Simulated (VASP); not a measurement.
OSZICAR of a VASP run on Rb (bcc):

File OSZICAR:
```
       N       E                     dE             d eps       ncg     rms          rms(c)
DAV:   1     0.345610318010E+02    0.34561E+02   -0.40671E+03  1152   0.897E+02
DAV:   2     0.362504876292E+00   -0.34199E+02   -0.33989E+02  1416   0.141E+02
DAV:   3    -0.697423307209E+00   -0.10599E+01   -0.10496E+01  1656   0.282E+01
DAV:   4    -0.719815381802E+00   -0.22392E-01   -0.22349E-01  1744   0.281E+00
DAV:   5    -0.720075116076E+00   -0.25973E-03   -0.25973E-03  1768   0.207E-01    0.276E+00
DAV:   6    -0.711011542485E+00    0.90636E-02   -0.14369E-02  1408   0.818E-01    0.177E+00
DAV:   7    -0.709470008656E+00    0.15415E-02   -0.20514E-02  1632   0.967E-01    0.238E-01
DAV:   8    -0.709266772468E+00    0.20324E-03   -0.19457E-03  1456   0.361E-01    0.276E-02
DAV:   9    -0.709264048308E+00    0.27242E-05   -0.57527E-05  1832   0.558E-02    0.137E-02
DAV:  10    -0.709264540775E+00   -0.49247E-06   -0.14238E-06  1392   0.907E-03
   1 F= 0.20873867E+01 E0= 0.20878940E+01  d E =0.208739E+01
       N       E                     dE             d eps       ncg     rms          rms(c)
DAV:   1    -0.312001779347E+01   -0.24108E+01   -0.62897E+01  1256   0.619E+01    0.798E+00
DAV:   2    -0.706837920195E+00    0.24132E+01   -0.48230E+00  1184   0.180E+01    0.341E+00
DAV:   3    -0.306397335598E+00    0.40044E+00   -0.29804E+00  1720   0.110E+01    0.579E-01
DAV:   4    -0.322263051576E+00   -0.15866E-01   -0.29642E-02  1248   0.179E+00    0.355E-01
DAV:   5    -0.339373607891E+00   -0.17111E-01   -0.32827E-02  1568   0.164E+00    0.297E-01
DAV:   6    -0.339433033311E+00   -0.59425E-04   -0.34378E-04  1592   0.203E-01    0.316E-01
DAV:   7    -0.339096156252E+00    0.33688E-03   -0.51038E-04  1552   0.168E-01    0.636E-02
DAV:   8    -0.339303544910E+00   -0.20739E-03   -0.26316E-04  1752   0.167E-01    0.306E-02
DAV:   9    -0.339302031114E+00    0.15138E-05   -0.18979E-06  1224   0.121E-02    0.213E-02
DAV:  10    -0.339301498271E+00    0.53284E-06   -0.40887E-06  1360   0.191E-02
   2 F= 0.19329289E+01 E0= 0.19328515E+01  d E =-.154458E+00
       N       E                     dE             d eps       ncg     rms          rms(c)
DAV:   1    -0.318176005703E+00    0.21126E-01   -0.41262E-01  1208   0.494E+00    0.637E-01
DAV:   2    -0.304012293719E+00    0.14164E-01   -0.36385E-02  1240   0.170E+00    0.302E-01
DAV:   3    -0.300487924708E+00    0.35244E-02   -0.19821E-02  1720   0.916E-01    0.687E-02
DAV:   4    -0.300587093712E+00   -0.99169E-04   -0.27616E-04  1224   0.162E-01    0.379E-02
DAV:   5    -0.300676737555E+00   -0.89644E-04   -0.20281E-04  1552   0.127E-01    0.199E-02
DAV:   6    -0.300655550887E+00    0.21187E-04   -0.17557E-05  1800   0.452E-02    0.104E-02
DAV:   7    -0.300677288160E+00   -0.21737E-04   -0.35503E-05  1544   0.571E-02    0.337E-04
DAV:   8    -0.300677302422E+00   -0.14262E-07   -0.16277E-07   624   0.329E-03
   3 F= 0.19319671E+01 E0= 0.19317198E+01  d E =-.155420E+00
```

Task: Which electronic solver shows in the log?

Result: It is blocked Davidson (ALGO = Normal, or the opening steps of other solvers). The INCAR had ALGO = Normal.

Task: Can the final energy be trusted as converged?

Result: The calculation finished and met its thresholds. It stopped with EDIFF = 1E-6, NELM = 100, NSW = 40 and EDIFFG = -0.02 after 3 ionic steps (LDA (Ceperley-Alder, Perdew-Zunger), plane waves, VASP's LDA PAW potentials (set 64)). Energy and stress use the plane-wave basis of the starting cell.

The compound is Rb in the bcc structure. This run relaxes it under an external pressure of 10 GPa. Symmetry was kept, so distortions that lower it aren't found.
